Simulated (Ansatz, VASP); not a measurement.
# CoSi2 in two plane-wave programs, part 2 of 2

Aim: how closely do two programs agree when they are given the same cell, functional and k mesh? The cell is a member of a volume series, scaled by 0.98 from a relaxed one, so a pressure remains.

VASP 6.6.1 and Ansatz 0.2.0.

So far. Step 2 (Ansatz: single point, LDA, volume scaled by 0.98): The run ends at a pressure of 4.06 GPa.

## Step 4: Differences

Known differences besides the potentials themselves: the two LDA forms differ slightly; the data sets hold 25 valence electrons in Ansatz (default PAW (the set named soft_2) files) and 17 in VASP; the cutoff is 420 eV in Ansatz and 500 eV in VASP; VASP's log shows a relativistic correction to its local exchange, Ansatz's none. Total energies have different zeros and are not compared.

Compared:

| quantity | Ansatz | VASP | difference |
| --- | --- | --- | --- |
| pressure (GPa) | 4.06 | 4.28 | -0.22 |
| pressure without Ansatz's Pulay correction (GPa) | 3.94 | 4.28 | -0.35 |

Ansatz's pressure holds a Pulay correction of 0.13 GPa; VASP's holds none.

## Step 5: Other set-ups

Further runs change the set-up of one program: Ansatz's method, potentials or start, or VASP's data sets, cutoff or form of LDA. The table gives Ansatz less VASP for each quantity, since a change that brings one quantity closer may part another.

| run | pressure (GPa) |
| --- | --- |
| as above | -0.22 |
| Ansatz's all-electron LAPW method | -0.24 |

## Step 6: Ansatz: single point, LDA, volume scaled by 1.02

A single point gives forces, pressure and levels at one fixed geometry, so differences don't come from the geometry; what else differs is listed under the comparison. The cell compared in this pair holds 37.44 Å³, against 35.97 Å³ for the pair before.

The cell is a member of a volume series, scaled by 1.02 from a relaxed one, so a pressure remains.

Contents of input.yaml:

```yaml
crystal:
  lattice:
    - [0.0, 2.6552162, 2.6552162]
    - [2.6552162, 0.0, 2.6552162]
    - [2.6552162, 2.6552162, 0.0]
  atoms:
    - { symbol: Co, position: [0.0, 0.0, 0.0] }
    - { symbol: Si, position: [0.25, 0.25, 0.25] }
    - { symbol: Si, position: [0.75, 0.75, 0.75] }
hamiltonian:
  xc: lda
  pseudopotentials: { kind: paw }
magnetization:
  spin_polarized: true
kpoints:
  mp_grid: { grid: [12, 12, 12] }
scf:
  occupations: { method: gaussian, width: 0.05 }
  n_extra_bands: 6
output:
  forces: true
  stress: true
  eigenvalues: true
```

On the command line:

```
> ansatz run input.yaml --threads 2 --pin off --max-ram 4608MiB --backend cpu --events-out ev --progress --plain --runs-dir out
```

Numbers of over 12 decimals in the logs are rounded to 6 here.

Output:

```text
[...]
Crystal: 3 atoms, lattice volume = 37.439 Å³
Basis set: ecut = 420 eV, 725 PW (Γ)
Bands: 19, of which v1, the nominal top of the filled ones, is band 13 counted from 1 (12 counted from 0)
Symmetry: 48 space group operations
[...]
k-points: 72 of 1728
[...]
k-point 1 ↑: bands = [... 9 lower, 11.0056, 13.9931, 15.0893, 15.7657, 15.7657, 17.3224, 17.3224, 18.0811, ... 2 higher]
  k-point 2 ↑: bands = [... 9 lower, 10.9342, 13.2044, 14.9321, 15.0207, 15.0207, 17.4707, 17.4707, 18.1217, ... 2 higher]
  k-point 71 ↓: bands = [... 9 lower, 10.6373, 10.9641, 11.5130, 12.3319, 16.7727, 16.7727, 18.8709, 19.7302, ... 2 higher]
[key lines of the parts left out:]
SCF converged after 15 iterations
Magnetization: 0.0000 μB (12.5000 up, 12.5000 down)
Free energy (F): -6281.914494 eV
Fermi energy:    13.019619 eV
P = ⅓ Tr σ = -4.0594 GPa (-40.594 kbar)
```

Run time: 4.3 s. Hardware: 2 threads of Arm Neoverse V1, shared host; peak memory 0.36 GiB.

The run ends at a pressure of -4.06 GPa.

## Step 7: VASP: single point, LDA, volume scaled by 1.02

The same cell, functional (in two slightly different forms), mesh and smearing now go to VASP, with its own data sets and cutoff.

The input asks for a relaxation, which ended at its first step since no free force or stress exceeded the threshold; so it serves as a single point.

Contents of INCAR:

```
SYSTEM = CoSi2
PREC = Accurate
ENCUT = 500
EDIFF = 1E-07
NELM = 100
ISMEAR = 0
SIGMA = 0.05
LREAL = .FALSE.
ALGO = Normal
GGA = CA
NBANDS = 16
ISPIN = 2
MAGMOM = 0 0 0
LASPH = .TRUE.
LMAXMIX = 4
LORBIT = 11
LWAVE = .FALSE.
LCHARG = .FALSE.
KPAR = 4
IBRION = 2
NSW = 50
ISIF = 4
EDIFFG = -0.003
```

Contents of POSCAR:

```
CoSi2
1.0
    0.0000000000      2.6552161979      2.6552161979
    2.6552161979      0.0000000000      2.6552161979
    2.6552161979      2.6552161979      0.0000000000
Co Si
1 2
Direct
    0.0000000000      0.0000000000      0.0000000000
    0.2500000000      0.2500000000      0.2500000000
    0.7500000000      0.7500000000      0.7500000000
```

Contents of KPOINTS:

```
Automatic mesh
0
Gamma
12 12 12
0 0 0
```

The projector-augmented-wave data sets are Co and Si (LDA family, release 64).

On the command line:

```
> mpirun -np 4 vasp_std
```

Output:

```text
[... set-up lines as in an earlier step ...]
 entering main loop
       N       E                     dE             d eps       ncg     rms          rms(c)
DAV:   1     0.579467404332E+02    0.57947E+02   -0.66615E+03  4608   0.995E+02
DAV:   2    -0.201393177292E+02   -0.78086E+02   -0.69243E+02  5144   0.201E+02
DAV:   3    -0.232905711972E+02   -0.31513E+01   -0.31017E+01  6112   0.449E+01
DAV:   4    -0.233479386887E+02   -0.57367E-01   -0.57338E-01  5536   0.586E+00
[...]
DAV:  12    -0.219222816958E+02   -0.28632E-06   -0.20618E-05  6696   0.502E-02    0.983E-03
DAV:  13    -0.219222813347E+02    0.36112E-06   -0.15758E-06  7304   0.159E-02    0.573E-03
DAV:  14    -0.219222813719E+02   -0.37137E-07   -0.83098E-08  3280   0.287E-03
   1 F= -.21922281E+02 E0= -.21921649E+02  d E =-.219223E+02  mag=     0.0000
[...]
reached required accuracy - stopping structural energy minimisation
```

Parts of OUTCAR (step 7):

```text
  Total       -0.9036260     -0.9036260     -0.9036260     -0.0000000     -0.0000000      0.0000000
  in kB      -38.6695977    -38.6695977    -38.6695977     -0.0000000     -0.0000000      0.0000000
  external PRESSURE =     -38.6695977 kB  Pullay stress =       0.0000000 kB

 POSITION                                       TOTAL-FORCE (eV/Angst)
 -----------------------------------------------------------------------------------
      0.00000      0.00000      0.00000         0.000000      0.000000      0.000000
      1.32761      1.32761      1.32761         0.000000      0.000000     -0.000000
      3.98282      3.98282      3.98282        -0.000000     -0.000000      0.000000
 -----------------------------------------------------------------------------------
    total drift:                               -0.000000     -0.000000      0.000000

  FREE ENERGIE OF THE ION-ELECTRON SYSTEM (eV)
  ---------------------------------------------------
  free  energy   TOTEN  =       -21.9222813719 eV

  energy  without entropy=      -21.9210157974  energy(sigma->0) =      -21.92164858

 magnetization (x)
# of ion       s       p       d       tot
------------------------------------------
    1       -0.000   0.000  -0.000  -0.000
    2        0.000  -0.000   0.000  -0.000
    3        0.000  -0.000   0.000  -0.000
--------------------------------------------------
tot          0.000   0.000  -0.000  -0.000

[... 2 parts as in an earlier step ...]

[... 2 further parts left out ...]
[key lines of the parts left out:]
E-fermi :  10.3321
```

## Step 8: Comparison

The two programs side by side:

| quantity | Ansatz | VASP | difference |
| --- | --- | --- | --- |
| pressure (GPa) | -4.06 | -3.87 | -0.19 |
| pressure without Ansatz's Pulay correction (GPa) | -4.17 | -3.87 | -0.31 |

Ansatz's pressure holds a Pulay correction of 0.12 GPa; VASP's holds none.

## Step 9: What the set-up changes

Further runs change the set-up of one program: Ansatz's method, potentials or start, or VASP's data sets, cutoff or form of LDA. The table gives Ansatz less VASP for each quantity, since a change that brings one quantity closer may part another.

| run | pressure (GPa) |
| --- | --- |
| as above | -0.19 |
| Ansatz's all-electron LAPW method | -0.20 |

## Step 10: Ansatz: single point, LDA, volume scaled by 0.9

A single point gives forces, pressure and levels at one fixed geometry, so differences don't come from the geometry; what else differs is listed under the comparison. The cell compared in this pair holds 33.03 Å³, against 37.44 Å³ for the pair before.

The cell is a member of a volume series, scaled by 0.9 from a relaxed one, so a pressure remains.

input.yaml, the sections that differ from step 6:

```yaml
crystal:
  lattice:
    - [0.0, 2.54671689, 2.54671689]
    - [2.54671689, 0.0, 2.54671689]
    - [2.54671689, 2.54671689, 0.0]
  atoms:
    - { symbol: Co, position: [0.0, 0.0, 0.0] }
    - { symbol: Si, position: [0.25, 0.25, 0.25] }
    - { symbol: Si, position: [0.75, 0.75, 0.75] }
output:
  forces: true
  stress: true
  eigenvalues: true
  write_density: true
  write_potential: true
  elf: true
  volumetric_format: npy
# hamiltonian, magnetization, kpoints, scf: as in step 6
```

On the command line:

```
> ansatz run input.yaml --threads 2 --pin off --max-ram 4608MiB --backend cpu --events-out ev --progress --plain --runs-dir out
```

Output:

```text
[...]
Crystal: 3 atoms, lattice volume = 33.035 Å³
Basis set: ecut = 420 eV, 645 PW (Γ)
Bands: 19, of which v1, the nominal top of the filled ones, is band 13 counted from 1 (12 counted from 0)
Symmetry: 48 space group operations
[...]
k-points: 72 of 1728
[...]
k-point 1 ↑: bands = [... 9 lower, 12.6975, 16.9691, 17.8419, 18.1320, 18.1320, 19.9282, 19.9282, 20.7069, ... 2 higher]
  k-point 2 ↑: bands = [... 9 lower, 12.6190, 15.4212, 17.3688, 17.3688, 18.1691, 20.1860, 20.1860, 20.8627, ... 2 higher]
  k-point 71 ↓: bands = [... 9 lower, 12.4252, 12.7527, 13.3427, 14.3578, 19.5313, 19.5313, 21.2010, 22.3637, ... 2 higher]
[key lines of the parts left out:]
SCF converged after 15 iterations
Magnetization: 0.0000 μB (12.5000 up, 12.5000 down)
Free energy (F): -6281.648628 eV
Fermi energy:    15.210538 eV
P = ⅓ Tr σ = 26.7336 GPa (267.336 kbar)
```

Wall time 4 s (2 threads); peak memory 0.37 GiB; 7.2 s of CPU time.

The run ends at a pressure of 26.73 GPa.

## Step 11: VASP: single point, LDA, volume scaled by 0.9

The same cell, functional (in two slightly different forms), mesh and smearing now go to VASP, with its own data sets and cutoff.

The input asks for a relaxation, which ended at its first step since no free force or stress exceeded the threshold; so it serves as a single point.

INCAR is that of step 7.

Contents of POSCAR:

```
CoSi2
1.0
    0.0000000000      2.5467168866      2.5467168866
    2.5467168866      0.0000000000      2.5467168866
    2.5467168866      2.5467168866      0.0000000000
Co Si
1 2
Direct
    0.0000000000      0.0000000000      0.0000000000
    0.2500000000      0.2500000000      0.2500000000
    0.7500000000      0.7500000000      0.7500000000
```

KPOINTS is that of step 7.

On the command line:

```
> mpirun -np 4 vasp_std
```

Output:

```text
[... set-up lines as in an earlier step ...]
 entering main loop
       N       E                     dE             d eps       ncg     rms          rms(c)
DAV:   1     0.610256674753E+02    0.61026E+02   -0.67292E+03  4656   0.102E+03
DAV:   2    -0.197464286729E+02   -0.80772E+02   -0.72199E+02  5224   0.210E+02
DAV:   3    -0.229959685633E+02   -0.32495E+01   -0.32036E+01  6048   0.465E+01
DAV:   4    -0.230517553885E+02   -0.55787E-01   -0.55764E-01  5520   0.586E+00
[...]
DAV:  12    -0.216461952910E+02    0.63764E-06   -0.33501E-05  5608   0.497E-02    0.106E-02
DAV:  13    -0.216461951172E+02    0.17385E-06   -0.15028E-06  7096   0.187E-02    0.656E-03
DAV:  14    -0.216461950881E+02    0.29032E-07   -0.57481E-08  3200   0.299E-03
   1 F= -.21646195E+02 E0= -.21645696E+02  d E =-.216462E+02  mag=    -0.0000
[...]
reached required accuracy - stopping structural energy minimisation
```

From OUTCAR (step 11):

```text
  Total        5.6104674      5.6104674      5.6104674     -0.0000000     -0.0000000      0.0000000
  in kB      272.1056921    272.1056921    272.1056921     -0.0000000     -0.0000000      0.0000000
  external PRESSURE =     272.1056921 kB  Pullay stress =       0.0000000 kB

 POSITION                                       TOTAL-FORCE (eV/Angst)
 -----------------------------------------------------------------------------------
      0.00000      0.00000      0.00000         0.000000      0.000000      0.000000
      1.27336      1.27336      1.27336         0.000000      0.000000     -0.000000
      3.82008      3.82008      3.82008        -0.000000     -0.000000     -0.000000
 -----------------------------------------------------------------------------------
    total drift:                               -0.000000     -0.000000      0.000000

  FREE ENERGIE OF THE ION-ELECTRON SYSTEM (eV)
  ---------------------------------------------------
  free  energy   TOTEN  =       -21.6461950881 eV

  energy  without entropy=      -21.6451969160  energy(sigma->0) =      -21.64569600

 magnetization (x)
# of ion       s       p       d       tot
------------------------------------------
    1       -0.000   0.000   0.000   0.000
    2       -0.000   0.000   0.000  -0.000
    3       -0.000   0.000   0.000  -0.000
--------------------------------------------------
tot         -0.000   0.000   0.000  -0.000

[... 2 parts as in an earlier step ...]

[... 2 further parts left out ...]
[key lines of the parts left out:]
E-fermi :  12.1816
```

## Step 12: Differences

Compared:

| quantity | Ansatz | VASP | difference |
| --- | --- | --- | --- |
| pressure (GPa) | 26.73 | 27.21 | -0.48 |
| pressure without Ansatz's Pulay correction (GPa) | 26.58 | 27.21 | -0.63 |

Ansatz's pressure holds a Pulay correction of 0.15 GPa; VASP's holds none.

## Step 13: Results

- difference in pressure (single point, LDA, volume scaled by 0.98): -0.22 GPa
- difference in pressure (single point, LDA, volume scaled by 1.02): -0.19 GPa
- difference in pressure (single point, LDA, volume scaled by 0.9): -0.48 GPa

What this shows: The difference in pressure is -0.48 GPa (single point, LDA, volume scaled by 0.9), within the 1 GPa picked in this series as the mark of a large difference. For single point, LDA, volume scaled by 0.98, no further run moves any of the tabulated differences by more than a quarter of its size. For single point, LDA, volume scaled by 1.02, no further run moves any of the tabulated differences by more than a quarter of its size. 1 further run of this series is not shown here. Such differences can come from data sets, numerical settings and the points named under the comparisons, not from the functional's error against experiment.

[Lines on the potential files, build, host, timing and source positions are cut from VASP's logs without a mark.]

[Logs are printed without paths, hosts, clocks, repeated set-up lines and the standing remarks that a program may print on its own settings, such as how far it seeks lower states.]

[Hosts, paths, dates, database ids (printed as entryN), source tags and the programs' standing remarks are cut or masked in the printed files.]
